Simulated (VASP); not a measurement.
# MnPt2 (P-3m1) in VASP: phonons with PBE

Aim: the phonons of MnPt2 with PBE.

Everything below comes from runs of VASP 6.6.1. Logs are shortened: lines on timing, memory, paths and dates and some standing lists are left out, and cuts for length are marked.

### 1 The structure

The structure is trigonal, space group P-3m1 (No. 164). Conventional cell: a = 2.858 Å, b = 2.858 Å, c = 6.533 Å, α = 90.00°, β = 90.00°, γ = 120.00°. Pt (site symmetry 3m) is surrounded by 3 Mn at 2.64 Å and 9 Pt at 2.86 to 2.91 Å. Around Mn (site symmetry -3m) lie 6 Pt at 2.64 Å and 6 Mn at 2.86 Å.

The cell comes from a database or a generator and needn't be the stable form of this composition.

### 2 Phonons, PBE, collinear spin, ferromagnetic start

POSCAR

```
MnPt2
1.0
    2.8584044518      0.0000000000      0.0000000000
   -1.4292022259      2.4754508696      0.0000000000
    0.0000000000      0.0000000000      6.5325040000
Pt Mn
2 1
Direct
    0.6666666667      0.3333333333      0.3162060000
    0.3333333333      0.6666666667      0.6837940000
    0.0000000000      0.0000000000      0.0000000000
```

INCAR.step1

```
PREC = Accurate
ENCUT = 600
EDIFF = 1E-8
ISMEAR = -1
SIGMA = 0.05
LREAL = F
LASPH = T
NELM = 150
ALGO = Fast
ISIF = 3
LWAVE = F
LCHARG = F
ISPIN = 2
MAGMOM = 0 0 4
LORBIT = 11
LMAXMIX = 4
GGA = PE
IBRION = 2
NSW = 40
EDIFFG = -0.002
KPAR = 2
```

INCAR.step2

```
PREC = Accurate
ENCUT = 600
EDIFF = 1E-8
ISMEAR = -1
SIGMA = 0.05
LREAL = F
LASPH = T
NELM = 150
ALGO = Fast
ISIF = 2
LWAVE = F
LCHARG = F
ISPIN = 2
MAGMOM = 0 0 4
LORBIT = 11
LMAXMIX = 4
GGA = PE
IBRION = 6
NFREE = 2
POTIM = 0.015
NSW = 1
KPAR = 2
```

KPOINTS

```
Automatic mesh
0
Gamma
  12 12 4
```

Potentials or basis: VASP PAW PBE potentials, release 64 (Pt, Mn_pv).

Command:

```bash
> cat potpaw_PBE.64/Pt/POTCAR potpaw_PBE.64/Mn_pv/POTCAR > POTCAR
> cp INCAR.step1 INCAR
> mpirun -np 2 vasp_std > vasp.out
> cp CONTCAR POSCAR
> cp INCAR.step2 INCAR
> mpirun -np 2 vasp_std > vasp.out
```

OUTCAR:

```text
PREC = Accurate
   ENCUT = 600
   EDIFF = 1E-8
   ISMEAR = -1
   LREAL = F
   LASPH = T
   NELM = 150
   ISIF = 2
   ISPIN = 2
   LORBIT = 11
   GGA = PE
   IBRION = 6
   NFREE = 2
   POTIM = 0.015
   NSW = 1

 ion  position               nearest neighbor table
   1  0.667  0.333  0.317-   3 2.66   3 2.66   3 2.66   2 2.92   2 2.92   2 2.92
   2  0.333  0.667  0.683-   3 2.66   3 2.66   3 2.66   1 2.92   1 2.92   1 2.92
   3  0.000  0.000  0.000-   1 2.66   2 2.66   1 2.66   2 2.66   1 2.66   2 2.66

  LATTYP: Found a hexagonal cell.
 ALAT       =     2.8347067843
 C/A-ratio  =     2.3301627894

  Lattice vectors:

 A1 = (   2.8347067843,   0.0000000000,   0.0000000000)
 A2 = (  -1.4173533921,   2.4549280875,   0.0000000000)
 A3 = (   0.0000000000,   0.0000000000,   6.6053282676)

Analysis of symmetry for initial positions (statically):
=====================================================================
 Subroutine PRICEL returns:
 Original cell was already a primitive cell.

 Routine SETGRP: Setting up the symmetry group for a
 hexagonal supercell.

 Subroutine GETGRP returns: Found 12 space group operations
 (whereof 12 operations were pure point group operations)
 out of a pool of 24 trial point group operations.

The static configuration has the point symmetry D_3d.

Analysis of symmetry for dynamics (positions and initial velocities):
=====================================================================
 Subroutine PRICEL returns:
 Original cell was already a primitive cell.

 Routine SETGRP: Setting up the symmetry group for a
 hexagonal supercell.

 Subroutine GETGRP returns: Found 12 space group operations
 (whereof 12 operations were pure point group operations)
 out of a pool of 24 trial point group operations.

The dynamic configuration has the point symmetry D_3d.

Analysis of structural, dynamic, and magnetic symmetry:
=====================================================================
 Subroutine PRICEL returns:
 Original cell was already a primitive cell.

 Routine SETGRP: Setting up the symmetry group for a
 hexagonal supercell.

 Subroutine GETGRP returns: Found 12 space group operations
 (whereof 12 operations were pure point group operations)
 out of a pool of 24 trial point group operations.
[... 448 lines left out ...]
--------------------------------------- Ionic step        9  -------------------------------------------

 number of electron      32.9999992 magnetization       4.4768979

 Free energy of the ion-electron system (eV)
  ---------------------------------------------------
  ext. energy  EPLUGINS =         0.00000000
  ---------------------------------------------------
  free energy    TOTEN  =       -21.76596319 eV

  energy without entropy =      -21.74117572  energy(sigma->0) =      -21.75356946

 E-fermi :   9.6371     XC(G=0): -12.8773

 val. band max:        9.6338296600   @ k =  -0.1667   0.5000   0.2500
 cond. band min:       9.6399842736   @ k =   0.2500   0.1667   0.2500
 fundamental gap:      0.0061546136
 Fermi energy:         9.6370963248

 spin component 1

 k-point     1 :       0.0000    0.0000    0.0000
  band No.  band energies     occupation
      1     -40.1126      1.00000
      2     -40.0843      1.00000
      3     -40.0843      1.00000
      4       0.2751      1.00000
      5       2.5189      1.00000
      6       3.7258      1.00000
[... 589 lines left out ...]
     21      11.2143      0.00000
     22      17.1610      0.00000

 [... further k-points ...]

 spin component 2

 k-point     1 :       0.0000    0.0000    0.0000
  band No.  band energies     occupation
      1     -36.1619      1.00000
      2     -36.0576      1.00000
      3     -36.0576      1.00000
      4       0.5070      1.00000
      5       2.6440      1.00000
      6       4.4819      1.00000
[... 621 lines left out ...]
  FREE ENERGIE OF THE ION-ELECTRON SYSTEM (eV)
  ---------------------------------------------------
  free  energy   TOTEN  =       -21.7659631923 eV

  energy  without entropy=      -21.7411757183  energy(sigma->0) =      -21.75356946

 INTERNAL STRAIN TENSORS FROM DISPLACED ATOMS
 ============================================

 INTERNAL STRAIN TENSOR FOR ION    1 for displacements in x,y,z  (eV/Angst):
          X           Y           Z          XY          YZ          ZX
  --------------------------------------------------------------------------------
  x     0.00000     0.00000     0.00000    -1.03604     0.00000    -0.61469
  y    -1.03604     1.03604    -0.00000     0.00000    -0.61468     0.00000
  z    -1.99105    -1.99105    -2.07239    -0.00000     0.00000     0.00000

 INTERNAL STRAIN TENSOR FOR ION    3 for displacements in x,y,z  (eV/Angst):
          X           Y           Z          XY          YZ          ZX
  --------------------------------------------------------------------------------
  x     0.00000     0.00000     0.00000     0.00000     0.00000     0.00000
  y     0.00000     0.00000     0.00000     0.00000     0.00000     0.00000
  z     0.00000     0.00000     0.00000     0.00000     0.00000     0.00000

 Eigenvectors and eigenvalues of the dynamical matrix
 ----------------------------------------------------

   1 f  =    7.852892 THz    49.341173 2PiTHz  261.944269 cm-1    32.476936 meV
             X         Y         Z           dx          dy          dz
      1.417353  0.818309  2.092999    -0.000000    0.000000   -0.248670
     -0.000000  1.636619  4.512329    -0.000000    0.000000   -0.248670
      0.000000  0.000000  0.000000     0.000000   -0.000000    0.936123
[... 43 lines left out ...]
   9 f/i=    0.002923 THz     0.018363 2PiTHz    0.097488 cm-1     0.012087 meV
             X         Y         Z           dx          dy          dz
      1.417353  0.818309  2.092999     0.000000   -0.000000    0.661939
     -0.000000  1.636619  4.512329     0.000000   -0.000000    0.661939
      0.000000  0.000000  0.000000     0.000000   -0.000000    0.351673

 ELASTIC MODULI CONTR FROM IONIC RELAXATION (kBar)
 Direction    XX          YY          ZZ          XY          YZ          ZX
 --------------------------------------------------------------------------------
 XX         -58.6437     16.8784    -21.7358      0.0000    -22.4034      0.0000
 YY          16.8784    -58.6437    -21.7358      0.0000     22.4034      0.0000
 ZZ         -21.7358    -21.7358    -22.6238      0.0000     -0.0000      0.0000
 XY           0.0000      0.0000      0.0000    -37.7611      0.0000    -22.4039
 YZ         -22.4034     22.4034     -0.0000      0.0000    -13.2919      0.0000
 ZX           0.0000      0.0000      0.0000    -22.4039      0.0000    -13.2924
 --------------------------------------------------------------------------------

 total charge

# of ion       s       p       d       tot
------------------------------------------
    1        0.651   0.541   8.049   9.240
    2        0.651   0.541   8.049   9.240
    3        0.318   6.263   4.971  11.551
--------------------------------------------------
tot          1.619   7.344  21.068  30.031

 magnetization (x)

# of ion       s       p       d       tot
------------------------------------------
    1       -0.017  -0.003   0.298   0.277
    2       -0.017  -0.003   0.298   0.277
    3        0.016   0.026   3.701   3.743
--------------------------------------------------
tot         -0.019   0.020   4.296   4.297
```

OUTCAR.step1:

```text
PREC = Accurate
   ENCUT = 600
   EDIFF = 1E-8
   ISMEAR = -1
   LREAL = F
   LASPH = T
   NELM = 150
   ISIF = 3
   ISPIN = 2
   LORBIT = 11
   GGA = PE
[... 1696 lines left out ...]

# of ion       s       p       d       tot
------------------------------------------
    1        0.651   0.541   8.049   9.240
    2        0.651   0.541   8.049   9.240
    3        0.318   6.263   4.971  11.551
--------------------------------------------------
tot          1.619   7.344  21.068  30.031

 magnetization (x)

# of ion       s       p       d       tot
------------------------------------------
    1       -0.017  -0.003   0.298   0.277
    2       -0.017  -0.003   0.298   0.277
    3        0.016   0.026   3.701   3.743
--------------------------------------------------
tot         -0.019   0.020   4.297   4.297
```

Run time: 13 min. Hardware: 2 MPI ranks of Intel Xeon 6975P-C (Granite Rapids), shared host; peak memory 0.96 GiB.

What came out:

```yaml
Relaxed_volume: 15.32 Å³/atom
Relaxed_cell: a = 2.835 Å, b = 2.835 Å, c = 6.605 Å, α = 90.00°, β = 90.00°, γ = 120.00°
Space_group_after_relaxing_to_0.05_Å: P-3m1 (No. 164)
Net_moment: 4.48 μB per cell
Site_moments: Pt +0.28; Mn +3.74 μB
Valence_electrons_inside_the_program's_atomic_spheres: Pt 9.24; Mn 11.55
Highest_phonon_frequency_at_Γ_LO-TO_splitting_left_out: 262 cm⁻¹
```

Step by step:
```csv
step,energy change (eV),largest force (eV/Å),pressure (GPa),volume (Å³)
1,0.0000,0.0482,-0.54,46.22
2,-0.0038,0.0307,0.57,45.87
3,-0.0039,0.0262,0.87,45.78
4,-0.0041,0.0278,-0.76,46.14
5,-0.0050,0.0024,0.01,45.97
6,-0.0050,0.0031,-0.01,45.97
7,-0.0050,0.0009,0.02,45.97
```

Final structure:
```
CELL_PARAMETERS angstrom
2.83471 0.00000 0.00000
-1.41735 2.45493 0.00000
0.00000 0.00000 6.60533
ATOMIC_POSITIONS crystal
Pt 0.66667 0.33333 0.31687
Pt 0.33333 0.66667 0.68313
Mn 0.00000 0.00000 0.00000
```

Phonon frequencies in cm⁻¹ (negative: imaginary):
| q point | frequencies |
| --- | --- |
| (0.000, 0.000, 0.000) | 0 0 0 53 53 120 120 136 262 |

Spin-orbit coupling is left out, which matters for the levels of Pt.

### 3 The reference run

An earlier run on the cell as given: functional PBE; potentials or basis VASP PAW PBE potentials, release 64 (Pt, Mn_pv); cutoff 520 eV; k mesh 11 × 11 × 4; occupations fermi-dirac, width 0.05 eV; collinear spin, ferromagnetic start; starting moments [0.0, 0.0, 4.0] μB.

- Pressure: -0.6 GPa
- Largest force: 0.034 eV/Å
- Band gap on the k mesh: none (metal or under the smearing width)
- Net moment: 4.56 μB per cell
- Site moments: Pt +0.31; Mn +3.77 μB
- Valence electrons inside the program's atomic spheres: Pt 9.23; Mn 11.55
